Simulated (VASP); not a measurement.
# A VASP study of SnO (Romarchite) (rev-vdW-DF2): structure first, properties next

Aim: relax SnO (Romarchite), then compute properties on the relaxed cell. The steps: relaxing cell and atoms (rev-vdW-DF2), second relaxation, density, ELF and potential (rev-vdW-DF2), bands along the symmetry lines (rev-vdW-DF2), density of states (rev-vdW-DF2), optical spectrum (rev-vdW-DF2), vibrations at Γ (rev-vdW-DF2) and band structure (rev-vdW-DF2), changed input. The start is a cell from a database of measured crystal structures.

Calculated with VASP 6.6.1; rev-vdW-DF2; plane waves and PAW (Sn_d, O).

## (1) Set-up

Before any relaxation, the start is as follows. It takes space group P4/nmm (No. 129, tetragonal). Conventional cell: a = 3.799 Å, b = 3.799 Å, c = 4.841 Å, α = 90.00°, β = 90.00°, γ = 90.00°. Nearest to Sn lie 4 O at 2.22 Å. Nearest to O lie 4 Sn at 2.22 Å. Farther neighbours and most contacts between anions are not listed.

Structure file:

```
Sn O
1.0
     3.79860    0.00000    0.00000
     0.00000    3.79860    0.00000
     0.00000    0.00000    4.84080
Sn O
2 2
Direct
  0.50000 0.00000 0.23690
  0.00000 0.50000 0.76310
  0.00000 0.00000 0.00000
  0.50000 0.50000 0.00000
```

## (2) Relaxing cell and atoms (rev-vdW-DF2)

The start need not lie at this functional's minimum. ISIF = 3 frees volume, shape and positions, and EDIFFG sets the threshold on forces and stress at which the search stops. rev-vdW-DF2 revises the exchange of vdW-DF2 for solids. LUSE_VDW switches on a nonlocal correlation term for dispersion.

Input file INCAR:

```
SYSTEM = SnO
PREC = Accurate
ENCUT = 520
EDIFF = 1E-06
NELM = 100
ISMEAR = 0
SIGMA = 0.05
LREAL = .FALSE.
ALGO = Normal
GGA = MK
AGGAC = 0
LUSE_VDW = .TRUE.
PARAM1 = 0.1234
PARAM2 = 0.711357
ZAB_VDW = -1.8867
LASPH = .TRUE.
NBANDS = 26
LORBIT = 11
LWAVE = .FALSE.
LCHARG = .FALSE.
KPAR = 4
IBRION = 2
NSW = 60
ISIF = 3
EDIFFG = -0.01
```

Input file POSCAR:

```
SnO
1.0
    3.7986000000      0.0000000000      0.0000000000
    0.0000000000      3.7986000000      0.0000000000
    0.0000000000      0.0000000000      4.8408000000
Sn O
2 2
Direct
    0.5000000000      0.0000000000      0.2369000000
    0.0000000000      0.5000000000      0.7631000000
    0.0000000000      0.0000000000      0.0000000000
    0.5000000000      0.5000000000      0.0000000000
```

Input file KPOINTS:

```
Automatic mesh
0
Gamma
5 5 4
0 0 0
```

Potentials, in the order of the species: Sn_d and O (PBE family, release 64).

The run is started by

```bash
mpirun -np 4 vasp_std
```

Log:

```text
[banner, memory and clock lines left out]
running    4 mpi-ranks, on    1 nodes
 distrk:  each k-point on    1 cores,    4 groups
 distr:  one band on    1 cores,    1 groups

 POSCAR found type information on POSCAR SnO
 POSCAR found :  2 types and       4 ions
|                                                                             |
|               ----> ADVICE to this user running VASP <----                  |
|                                                                             |
|     You have switched on vdW-DFT.                                           |
|     This routine was written and supplied by Jiri Klimes. We recommend      |
|     that you carefully read and cite the following publications:            |
|       J. Klimes, D.R. Bowler, A. Michelides                                 |
|          J. Phys.: Cond Matt. 22 022201 (2010)                              |
|       J. Klimes, D.R. Bowler, A. Michelides                                 |
|          Phys. Rev. B. 83, 195131 (2011)                                    |
|     and references therein.                                                 |
|                                                                             |

|                                                                             |
|               ----> ADVICE to this user running VASP <----                  |
|                                                                             |
|     You enforced a specific xc type in the INCAR file but a different       |
|     [... a line on the potential file left out ...]
|     I HOPE YOU KNOW WHAT YOU ARE DOING!                                     |
|                                                                             |

 LDA part: xc-table for (Slater+PW92), standard interpolation
 POSCAR, INCAR and KPOINTS ok, starting setup
 FFT: planning ... GRIDC
 FFT: planning ... GRID_SOFT
 FFT: planning ... GRID
 WAVECAR not read
 entering main loop
       N       E                     dE             d eps       ncg     rms          rms(c)
DAV:   1     0.415424173645E+03    0.41542E+03   -0.20283E+04   948   0.236E+03
DAV:   2     0.405823768933E+02   -0.37484E+03   -0.36406E+03  1000   0.531E+02
DAV:   3    -0.157012927743E+02   -0.56284E+02   -0.55639E+02  1064   0.185E+02
DAV:   4    -0.181928045865E+02   -0.24915E+01   -0.24813E+01  1090   0.418E+01
DAV:   5    -0.182494019589E+02   -0.56597E-01   -0.56552E-01  1098   0.681E+00    0.117E+01
DAV:   6    -0.145371879707E+02    0.37122E+01   -0.18860E+01  1530   0.485E+01    0.482E+00
DAV:   7    -0.145360805696E+02    0.11074E-02   -0.21702E+00  1110   0.926E+00    0.248E+00
DAV:   8    -0.145212434517E+02    0.14837E-01   -0.37353E-01  1346   0.446E+00    0.856E-01
DAV:   9    -0.145083451295E+02    0.12898E-01   -0.77818E-02  1420   0.291E+00    0.240E-01
DAV:  10    -0.145096087291E+02   -0.12636E-02   -0.10215E-02  1382   0.933E-01    0.160E-01
DAV:  11    -0.145091177424E+02    0.49099E-03   -0.24968E-03  1416   0.507E-01    0.237E-02
DAV:  12    -0.145091595094E+02   -0.41767E-04   -0.39200E-04   988   0.114E-01    0.330E-02
DAV:  13    -0.145091539160E+02    0.55934E-05   -0.33704E-05  1412   0.651E-02    0.677E-03
DAV:  14    -0.145091538325E+02    0.83542E-07   -0.42949E-06   986   0.129E-02
   1 F= -.14509154E+02 E0= -.14509154E+02  d E =-.145092E+02
 curvature:   0.00 expect dE= 0.000E+00 dE for cont linesearch  0.000E+00
 trial: gam= 0.00000 g(F)=  0.262E-01 g(S)=  0.823E-01 ort = 0.000E+00 (trialstep = 0.100E+01)
 search vector abs. value=  0.109E+00
 bond charge predicted
       N       E                     dE             d eps       ncg     rms          rms(c)
DAV:   1    -0.154744537488E+02   -0.96530E+00   -0.31383E+01  1162   0.860E+01    0.666E+00
DAV:   2    -0.146769188944E+02    0.79753E+00   -0.42044E+00  1152   0.203E+01    0.227E+00
DAV:   3    -0.145410146503E+02    0.13590E+00   -0.40361E-01  1170   0.974E+00    0.106E+00
DAV:   4    -0.145100481127E+02    0.30967E-01   -0.11137E-01  1372   0.478E+00    0.290E-01
DAV:   5    -0.145083358922E+02    0.17122E-02   -0.17029E-02  1254   0.124E+00    0.143E-01
DAV:   6    -0.145078183552E+02    0.51754E-03   -0.12750E-03  1386   0.350E-01    0.519E-02
DAV:   7    -0.145078052245E+02    0.13131E-04   -0.19077E-04  1428   0.139E-01    0.163E-02
DAV:   8    -0.145078019670E+02    0.32575E-05   -0.37028E-05  1306   0.420E-02    0.497E-03
DAV:   9    -0.145078024447E+02   -0.47772E-06   -0.29179E-06   914   0.132E-02
   2 F= -.14507802E+02 E0= -.14507802E+02  d E =0.135139E-02
[...]
3 F= -.14535070E+02 E0= -.14535070E+02  d E =-.259162E-01
[...]
4 F= -.14535065E+02 E0= -.14535065E+02  d E =-.259114E-01
[...]
5 F= -.14535672E+02 E0= -.14535672E+02  d E =-.606976E-03
[...]
6 F= -.14535812E+02 E0= -.14535812E+02  d E =-.746363E-03
[...]
7 F= -.14535814E+02 E0= -.14535814E+02  d E =-.218955E-05
 trial-energy change:   -0.000002  1 .order   -0.000003   -0.000035    0.000028
 step:   0.5714(harm=  0.5714)  dis= 0.00036  next Energy=   -14.535821 (dE=-0.955E-05)
 bond charge predicted
       N       E                     dE             d eps       ncg     rms          rms(c)
DAV:   1    -0.145358519411E+02   -0.37341E-04   -0.17169E-03  1454   0.489E-01    0.398E-02
DAV:   2    -0.145358256206E+02    0.26320E-04   -0.13021E-04  1320   0.110E-01    0.147E-02
DAV:   3    -0.145358203669E+02    0.52537E-05   -0.10793E-05  1130   0.614E-02    0.670E-03
DAV:   4    -0.145358195806E+02    0.78636E-06   -0.38051E-06   948   0.309E-02
   8 F= -.14535820E+02 E0= -.14535820E+02  d E =-.800412E-05
 curvature:  -0.29 expect dE=-0.798E-06 dE for cont linesearch -0.757E-06
 trial: gam=-0.19278 g(F)=  0.148E-05 g(S)=  0.126E-05 ort = 0.941E-05 (trialstep = 0.942E+00)
 search vector abs. value=  0.379E-06
 reached required accuracy - stopping structural energy minimisation
```

The job ended after 2.4 min (4 MPI ranks of Intel Xeon 6975P-C (Granite Rapids), shared host; peak memory 1.4 GiB).

Lines that name or quote the potential files are left out of all logs, and their timing lines are given in words.

Parts of OUTCAR (step 2):

```text
ion  position               nearest neighbor table
   1  0.500  0.000  0.237-   3 2.22   4 2.22   4 2.22   3 2.22   2 3.53   2 3.53   2 3.53   2 3.53
                             2 3.70   2 3.70   2 3.70   2 3.70
   2  0.000  0.500  0.763-   3 2.22   4 2.22   3 2.22   4 2.22   1 3.53   1 3.53   1 3.53   1 3.53
                             1 3.70   1 3.70   1 3.70   1 3.70
   3  0.000  0.000  0.000-   1 2.22   2 2.22   2 2.22   1 2.22
   4  0.500  0.500  0.000-   1 2.22   2 2.22   1 2.22   2 2.22

  LATTYP: Found a simple tetragonal cell.
 ALAT       =     3.7986000000
 C/A-ratio  =     1.2743642395

 Subroutine GETGRP returns: Found 16 space group operations
 (whereof  8 operations were pure point group operations)

The static configuration has the point symmetry D_2d.
 The point group associated with its full space group is D_4h.

 Found     18 irreducible k-points:

   k-points           NKPTS =     18   k-points in BZ     NKDIM =     18   number of bands    NBANDS=     26

   dimension x,y,z NGX =    28 NGY =   28 NGZ =   36
   dimension x,y,z NGXF=    56 NGYF=   56 NGZF=   72

   ENCUT  =  520.0 eV  38.22 Ry    6.18 a.u.   7.06  7.06  9.00*2*pi/ulx,y,z

   NELECT =      40.0000    total number of electrons

 k-points in reciprocal lattice and weights: Automatic mesh
   0.00000000  0.00000000  0.00000000       0.010
   0.20000000  0.00000000  0.00000000       0.040
   0.40000000  0.00000000  0.00000000       0.040
   0.20000000  0.20000000  0.00000000       0.040
   0.40000000  0.20000000  0.00000000       0.080
   0.40000000  0.40000000  0.00000000       0.040
   0.00000000  0.00000000  0.25000000       0.020
   0.20000000  0.00000000  0.25000000       0.080
   0.40000000  0.00000000  0.25000000       0.080
[...]
0.40000000  0.20000000  0.50000000       0.080
   0.40000000  0.40000000  0.50000000       0.040

 average (electrostatic) potential at core
       1-100.2543       2-100.2543       3 -69.1768       4 -69.1768

 E-fermi :   6.8216

 k-point     1 :       0.0000    0.0000    0.0000
  band No.  band energies     occupation
    ...
     16       0.6549      2.00000
     17       3.3679      2.00000
     18       3.6540      2.00000
     19       3.6540      2.00000
     20       6.5828      2.00000
     21       8.7029      0.00000
     22      11.0214      0.00000
     23      11.2611      0.00000
     24      11.2611      0.00000
     25      12.3067      0.00000
    ...

 k-point     2 :       0.2000    0.0000    0.0000
  band No.  band energies     occupation
    ...
     16       0.9061      2.00000
     17       2.8886      2.00000
     18       3.3212      2.00000
     19       3.3758      2.00000
     20       6.4077      2.00000
     21       9.6340      0.00000
     22       9.6827      0.00000
     23      11.4994      0.00000
     24      11.5698      0.00000
     25      11.7486      0.00000
    ...

 k-point     3 :       0.4000    0.0000    0.0000
  band No.  band energies     occupation
    ...
     16       1.5913      2.00000
     17       2.2960      2.00000
     18       2.5071      2.00000
     19       3.4482      2.00000
     20       4.9016      2.00000
     21       9.5468      0.00000
     22      10.0797      0.00000
     23      12.0177      0.00000
     24      12.1119      0.00000
     25      12.6186      0.00000
    ...

Total vdW correction in eV:      6.7767739

  Total        0.0069445      0.0069445     -0.0028739      0.0000000     -0.0000000      0.0000000
  in kB        0.1547522      0.1547522     -0.0640431      0.0000000     -0.0000000      0.0000000
  external PRESSURE =       0.0818205 kB  Pullay stress =       0.0000000 kB

  energy-cutoff  :      520.00
  volume of cell :       71.90
      direct lattice vectors                 reciprocal lattice vectors
     3.845330545  0.000000000  0.000000000     0.260055667  0.000000000  0.000000000
     0.000000000  3.845330545 -0.000000000     0.000000000  0.260055667  0.000000000
     0.000000000 -0.000000000  4.862380999     0.000000000  0.000000000  0.205660560

 POSITION                                       TOTAL-FORCE (eV/Angst)
 -----------------------------------------------------------------------------------
      1.92267     -0.00000      1.16036         0.000000     -0.000000      0.003915
      0.00000      1.92267      3.70202         0.000000      0.000000     -0.003915
      0.00000      0.00000     -0.00000         0.000000     -0.000000      0.000000
      1.92267      1.92267     -0.00000         0.000000      0.000000      0.000000
 -----------------------------------------------------------------------------------
    total drift:                                0.000000      0.000000      0.000000

  FREE ENERGIE OF THE ION-ELECTRON SYSTEM (eV)
  ---------------------------------------------------
  free  energy   TOTEN  =       -14.5358195806 eV

  energy  without entropy=      -14.5358195806  energy(sigma->0) =      -14.53581958

Total vdW correction in eV:      6.7767913

 reached required accuracy - stopping structural energy minimisation

 total charge
# of ion       s       p       d       tot
------------------------------------------
    1        1.257   0.774  10.067  12.098
    2        1.257   0.774  10.067  12.098
    3        1.571   3.422   0.000   4.993
    4        1.571   3.422   0.000   4.993
--------------------------------------------------
tot          5.656   8.391  20.135  34.182

[... 3 further parts left out ...]
```

CONTCAR:

```
SnO
   1.00000000000000
     3.8453305450433537    0.0000000000000000    0.0000000000000000
     0.0000000000000000    3.8453305450433537   -0.0000000000000000
     0.0000000000000000   -0.0000000000000000    4.8623809989734754
  Sn              O
     2     2
Direct
     0.5000000000000000    0.0000000000000000    0.2386411685200700
     0.0000000000000000    0.5000000000000000    0.7613588314799301
     0.0000000000000000    0.0000000000000000    0.0000000000000000
     0.5000000000000000    0.5000000000000000    0.0000000000000000
```

The gap is read on the k-mesh alone, so it is an upper bound where the band edges lie off the mesh. The PAW data sets were made with PBE, which is usual practice but a small mismatch for other functionals. The run keeps the 16 symmetry operations of its start, so it cannot find a distortion of lower symmetry.

Relaxation path:

```
step  energy less that of the first step (eV)  largest force (eV/Å)  pressure (GPa)  volume (Å³)
   1                                   0.0000                0.5212            3.43        69.85
   2                                   0.0014                0.6130           -2.99        73.69
   3                                  -0.0259                0.0617            0.06        71.70
   4                                  -0.0259                0.0504            0.13        71.66
   5                                  -0.0265                0.0134            0.09        71.78
   6                                  -0.0267                0.0144            0.04        71.87
   7                                  -0.0267                0.0060           -0.08        71.92
   8                                  -0.0267                0.0039            0.01        71.90
```

```
conventional cell, symmetrised  before  after  change
                         a (Å)   3.799  3.845  +1.2 %
                         b (Å)   3.799  3.845  +1.2 %
                         c (Å)   4.841  4.862  +0.4 %
              volume (Å³/atom)   17.46  17.97  +2.9 %
```

The relaxed structure:

```cif
data_structure
_symmetry_space_group_name_H-M 'P 1'
_symmetry_Int_Tables_number 1
_cell_length_a 3.8453
_cell_length_b 3.8453
_cell_length_c 4.8624
_cell_angle_alpha 90.000
_cell_angle_beta 90.000
_cell_angle_gamma 90.000
_cell_volume 71.90
loop_
_atom_site_label
_atom_site_type_symbol
_atom_site_fract_x
_atom_site_fract_y
_atom_site_fract_z
_atom_site_occupancy
Sn1 Sn 0.50000 0.00000 0.23864 1
Sn2 Sn 0.00000 0.50000 0.76136 1
O3 O 0.00000 0.00000 0.00000 1
O4 O 0.50000 0.50000 0.00000 1
```

A gap read on the k-mesh alone can miss the band edges.

Numbers from this step:

| Property | Result |
| --- | --- |
| electrons | 40 |
| bands | 26 |
| irreducible k-points | 18 |
| symmetry operations | 16 |
| free energy (TOTEN) | -14.54 eV |
| Fermi energy | 6.822 eV |
| pressure | 0.008182 GPa |
| metallic | no |
| valence top at k | 0, 0, 0 |
| conduction bottom at k | 0.4, 0.4, 0 |
| least direct gap at k | 0, 0, 0 |
| SCF cycles over all ionic steps | 58 |
| gap on the k-mesh | 0.6554 eV |
| least direct gap on the k-mesh | 2.120 eV |

It ends with a largest force of 0.004 eV/Å and a pressure of 0.01 GPa. The volume lies +2.9 % from that of the database's start.

[end of part 1 of 5]

[Lines on the potential files, build, host, timing and source positions are cut from VASP's logs without a mark.]

[Logs are printed without paths, hosts, clocks, repeated set-up lines and the standing remarks that a program may print on its own settings, such as how far it seeks lower states.]

[Hosts, paths, dates, database ids (printed as entryN), source tags and the programs' standing remarks are cut or masked in the printed files.]

[A measured line is paired with the nearest computed mode of its activity, which favours agreement.]
